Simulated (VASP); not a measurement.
Write the native input for VASP 6.6.1 that does the following.

```
Task                   : single point
Functional             : PBE
Potentials or basis    : VASP PAW PBE potentials, release 64 (Be, Br)
Cutoff                 : 520 eV
k mesh                 : 5 × 5 × 1
Occupations            : gaussian, width 0.15 eV
Spin                   : no spin polarisation
Dipole correction      : no
Further INCAR settings : ALGO = Normal; EDIFF = 1e-06; NBANDS = 28
```

The structure of Be12Br lies in POSCAR:

```
Be12Br
1.0
    4.5800000000      0.0000000000      0.0000000000
    2.2900000000      3.9663960000      0.0000000000
    0.0000000000      0.0000000000     15.5884300000
Be Br
12 1
Direct
    0.0000000000      0.0000000000      0.0641500780
    0.5000000000      0.0000000000      0.0641500780
    0.0000000000      0.5000000000      0.0641500780
    0.5000000000      0.5000000000      0.0641500780
   -0.1698809773      0.3300903389      0.1842123934
    0.3397978346      0.3300921038      0.1842110463
   -0.1698818563      0.8397741930      0.1842122651
    0.3333414662      0.8333227444      0.1775389824
    0.0077726451     -0.0039169059      0.3053782196
    0.4961422059     -0.0039237131      0.3053800800
    0.0000199710      0.4999740318      0.2888220302
    0.4961488969      0.5077022062      0.3053815554
    0.6666823269      0.1666480099      0.4278842706
```

The cell was built by a generator and needn't be a form met in nature.

One way to write it, as run:

INCAR

```
SYSTEM = Be12Br
PREC = Accurate
ENCUT = 520
EDIFF = 1E-6
ISMEAR = 0
SIGMA = 0.15
LREAL = .False.
LASPH = .True.
NELM = 100
ALGO = Normal
ISIF = 2
LWAVE = .False.
LCHARG = .True.
GGA = PE
LELF = .True.
LVHAR = .True.
NBANDS = 28
```

KPOINTS

```
regular mesh
0
Gamma
  5 5 1
  0 0 0
```

Potentials or basis: VASP PAW PBE potentials, release 64 (Be, Br).

Command:

```bash
$ cat potpaw_PBE.64/Be/POTCAR potpaw_PBE.64/Br/POTCAR > POTCAR
$ mpirun -np 1 vasp_std > vasp.out
```

It gave:

```
Largest force          : 0.264 eV/Å
Band gap on the k mesh : none (metal or under the smearing width)
```

Caveat: an odd number of electrons without spin polarisation forces a metal; a magnetic or distorted state may lie lower.

Run time: 2.3 min on 1 thread of Intel(R) Xeon(R) Platinum 8559C (Emerald Rapids), with other jobs on the host, peak memory 0.39 GiB.
